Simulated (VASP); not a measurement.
Output of a VASP run:

OUTCAR:
```
 ion  position               nearest neighbor table
   1  0.233  0.233  0.233-   2 2.95   2 2.95   2 2.95   2 3.42   2 3.42   2 3.42
   2  0.767  0.767  0.767-   1 2.95   1 2.95   1 2.95   1 3.42   1 3.42   1 3.42
  LATTYP: Found a trigonal (rhomboedric) cell.
 ALAT       =     4.5882814743
 COS(alpha) =     0.5444173574
 Subroutine PRICEL returns:
 Original cell was already a primitive cell.
 Subroutine GETGRP returns: Found 12 space group operations
The static configuration has the point symmetry D_3d.
The dynamic configuration has the point symmetry D_3d.
 Subroutine INISYM returns: Found 12 space group operations
 Subroutine IBZKPT returns following result:
 Found     44 irreducible k-points:

 Following reciprocal coordinates:
            Coordinates               Weight
  0.000000  0.000000  0.000000      1.000000
  0.142857 -0.000000 -0.000000      6.000000
  0.285714 -0.000000  0.000000      6.000000
  0.428571 -0.000000 -0.000000      6.000000
  0.142857  0.142857 -0.000000      6.000000
  0.285714  0.142857 -0.000000     12.000000
  0.428571  0.142857 -0.000000     12.000000
 -0.428571  0.142857  0.000000     12.000000
 -0.285714  0.142857  0.000000     12.000000
 -0.142857  0.142857  0.000000      6.000000
  0.285714  0.285714 -0.000000      6.000000
  0.428571  0.285714 -0.000000     12.000000
 -0.428571  0.285714 -0.000000     12.000000
 -0.285714  0.285714  0.000000      6.000000
  0.428571  0.428571 -0.000000      6.000000
 -0.428571  0.428571  0.000000      6.000000
  0.142857  0.142857  0.142857      2.000000
  0.285714  0.142857  0.142857      6.000000
  0.428571  0.142857  0.142857      6.000000
 -0.428571  0.142857  0.142857      6.000000
 -0.285714  0.142857  0.142857      6.000000
 -0.142857  0.142857  0.142857      6.000000
  0.285714  0.285714  0.142857      6.000000
  0.428571  0.285714  0.142857     12.000000
 -0.428571  0.285714  0.142857     12.000000
 -0.285714  0.285714  0.142857     12.000000
 -0.142857  0.285714  0.142857     12.000000
  0.428571  0.428571  0.142857      6.000000
 -0.428571  0.428571  0.142857     12.000000
 -0.285714  0.428571  0.142857     12.000000
 -0.142857  0.428571  0.142857     12.000000
 -0.428571 -0.428571  0.142857      6.000000
 -0.285714 -0.428571  0.142857     12.000000
 -0.285714 -0.285714  0.142857      6.000000
  0.285714  0.285714  0.285714      2.000000
  0.428571  0.285714  0.285714      6.000000
 -0.428571  0.285714  0.285714      6.000000
 -0.285714  0.285714  0.285714      6.000000
  0.428571  0.428571  0.285714      6.000000
 -0.428571  0.428571  0.285714     12.000000
   k-points           NKPTS =     44   k-points in BZ     NKDIM =     44   number of bands    NBANDS=      9
   number of dos      NEDOS =    301   number of ions     NIONS =      2
   total plane-waves  NPLWV =  27000
   dimension x,y,z NGX =    30 NGY =   30 NGZ =   30
   dimension x,y,z NGXF=    60 NGYF=   60 NGZF=   60
   ions per type =               2
   PREC   = accura    normal or accurate (medium, high low for compatibility)
   ISTART =      0    job   : 0-new  1-cont  2-samecut
   ICHARG =      2    charge: 1-file 2-atom 10-const
   ISPIN  =      1    spin polarized calculation?
   LNONCOLLINEAR =      F non collinear calculations
   LSORBIT =      F    spin-orbit coupling
   INIWAV =      1    electr: 0-lowe 1-rand  2-diag
   ENCUT  =  400.0 eV  29.40 Ry    5.42 a.u.   7.48  7.48  7.48*2*pi/ulx,y,z
   NELM   =    100;   NELMIN=  2; NELMDL= -5     # of ELM steps
   EDIFF  = 0.1E-05   stopping-criterion for ELM
   LREAL  =      F    real-space projection
   NLSPLINE    = F    spline interpolate recip. space projectors
   LMAXMIX     =    4 max onsite mixed and CHGCAR
   VOSKOWN=      0    Vosko Wilk Nusair interpolation
   EDIFFG = -.1E-01   stopping-criterion for IOM
   NSW    =     60    number of steps for IOM
   NBLOCK =      1;   KBLOCK =     60    inner block; outer block
...
```

### OSZICAR
```
       N       E                     dE             d eps       ncg     rms          rms(c)
DAV:   1     0.315889120475E+02    0.31589E+02   -0.31310E+03   792   0.700E+02
DAV:   2    -0.706250474401E+01   -0.38651E+02   -0.38002E+02  1196   0.111E+02
DAV:   3    -0.828447535048E+01   -0.12220E+01   -0.12210E+01   942   0.248E+01
DAV:   4    -0.829438860314E+01   -0.99133E-02   -0.99111E-02   947   0.266E+00
DAV:   5    -0.829448494599E+01   -0.96343E-04   -0.96342E-04   931   0.255E-01    0.280E+00
DAV:   6    -0.829473771994E+01   -0.25277E-03   -0.20796E-03   853   0.413E-01    0.168E+00
DAV:   7    -0.829477714681E+01   -0.39427E-04   -0.54534E-03   816   0.645E-01    0.875E-02
DAV:   8    -0.829490365071E+01   -0.12650E-03   -0.15174E-04   926   0.964E-02    0.202E-02
DAV:   9    -0.829493012664E+01   -0.26476E-04   -0.35223E-05   809   0.446E-02    0.444E-03
DAV:  10    -0.829493096034E+01   -0.83370E-06   -0.29345E-06   951   0.115E-02
   1 F= -.82949310E+01 E0= -.82949309E+01  d E =-.829493E+01
       N       E                     dE             d eps       ncg     rms          rms(c)
DAV:   1    -0.829503563259E+01   -0.10551E-03   -0.17902E-03   843   0.254E-01    0.237E-02
DAV:   2    -0.829501993752E+01    0.15695E-04   -0.51788E-05   854   0.533E-02    0.136E-02
DAV:   3    -0.829501397037E+01    0.59671E-05   -0.28439E-05   912   0.294E-02    0.275E-03
DAV:   4    -0.829501416211E+01   -0.19174E-06   -0.15825E-06   567   0.977E-03
   2 F= -.82950142E+01 E0= -.82950141E+01  d E =-.832018E-04
       N       E                     dE             d eps       ncg     rms          rms(c)
DAV:   1    -0.829504200069E+01   -0.28030E-04   -0.88747E-04   843   0.179E-01    0.161E-02
DAV:   2    -0.829503393193E+01    0.80688E-05   -0.26003E-05   853   0.377E-02    0.924E-03
DAV:   3    -0.829503102511E+01    0.29068E-05   -0.14599E-05   912   0.211E-02    0.206E-03
DAV:   4    -0.829503114528E+01   -0.12017E-06   -0.79463E-07   405   0.706E-03
   3 F= -.82950311E+01 E0= -.82950311E+01  d E =-.100185E-03
       N       E                     dE             d eps       ncg     rms          rms(c)
DAV:   1    -0.829506681868E+01   -0.35794E-04   -0.18182E-03   820   0.246E-01    0.235E-02
DAV:   2    -0.829505700071E+01    0.98180E-05   -0.45847E-05   818   0.520E-02    0.141E-02
DAV:   3    -0.829504811359E+01    0.88871E-05   -0.18991E-05   874   0.242E-02    0.350E-03
DAV:   4    -0.829504813189E+01   -0.18299E-07   -0.44366E-07   409   0.551E-03
   4 F= -.82950481E+01 E0= -.82950481E+01  d E =-.169866E-04
```

### OUTCAR
```
------------------------ aborting loop because EDIFF is reached ----------------------------------------
  FORCE on cell =-STRESS in cart. coord.  units (eV):
  Direction    XX          YY          ZZ          XY          YZ          ZX
  --------------------------------------------------------------------------------------
  Total       -0.0085620     -0.0115366     -0.0112103      0.0000000     -0.0000000      0.0009852
  in kB       -0.2157495     -0.2907050     -0.2824831      0.0000000     -0.0000000      0.0248249
  external PRESSURE =      -0.2629792 kB  Pullay stress =       0.0000000 kB
  volume of cell :       63.58
      direct lattice vectors                 reciprocal lattice vectors
     4.021279236 -2.192925507 -0.001890280     0.124292708 -0.228005921 -0.097506057
     4.021279236  2.192925507 -0.001890280     0.124292708  0.228005921 -0.097506057
     2.827104594  0.000000000  3.603760595     0.000130390  0.000000000  0.277385622
 POSITION                                       TOTAL-FORCE (eV/Angst)
 -----------------------------------------------------------------------------------
      2.53225      0.00000      0.83867         0.004737      0.000000      0.001569
      8.33741      0.00000      2.76131        -0.004737     -0.000000     -0.001569
 -----------------------------------------------------------------------------------
    total drift:                                0.000000      0.000000     -0.000000
  FREE ENERGIE OF THE ION-ELECTRON SYSTEM (eV)
  ---------------------------------------------------
  free  energy   TOTEN  =        -8.2950481319 eV

  energy  without entropy=       -8.2950481143  energy(sigma->0) =       -8.29504812

 reached required accuracy - stopping structural energy minimisation
```
(Selected blocks of OUTCAR.)

File POSCAR:
```
Sb
1
    4.0319695602    -2.1898712399     0.0035078847
    4.0319695602     2.1898712399     0.0035078847
    2.8394581424    -0.0000000000     3.6041368717
Sb
2
Direct
  0.2330485017   0.2330485017   0.2330485017
  0.7669514983   0.7669514983   0.7669514983
```

Problem. Write an INCAR and KPOINTS that could have produced this output.

Solution. This is not unique; one that fits is the input of the run itself, PBE GGA, plane waves, VASP's PBE PAW potentials (set 64).

**KPOINTS**
```
Regular mesh
0
Gamma
 7 7 7
0 0 0
```

**INCAR**
```
# general
SYSTEM   =  Sb
PREC     =  Accurate
ENCUT    =  400   # plane-wave cut-off (eV)
LREAL    =  .FALSE.   # projection in real space or not
LASPH    =  .TRUE.   # aspherical one-centre terms

# electronic loop
EDIFF    =  1E-6
NELM     =  100
ALGO     =  Normal   # blocked Davidson
LMAXMIX  =  4

# smearing
ISMEAR   =  0
SIGMA    =  0.05   # width (eV)

# functional
GGA      =  PE   # PBE

# ions
IBRION   =  2
NSW      =  60   # most ionic steps
ISIF     =  3   # ions, shape and volume
EDIFFG   =  -0.01   # ionic stop

# output
LWAVE    =  .FALSE.
LCHARG   =  .FALSE.
```

POTCAR, in this order: Sb (PBE.64 set). Program: vasp_std.

The compound is Sb in the a7 structure. This run relaxes it. Symmetry was kept, so distortions that lower it aren't found. The start is the result of an earlier pass.
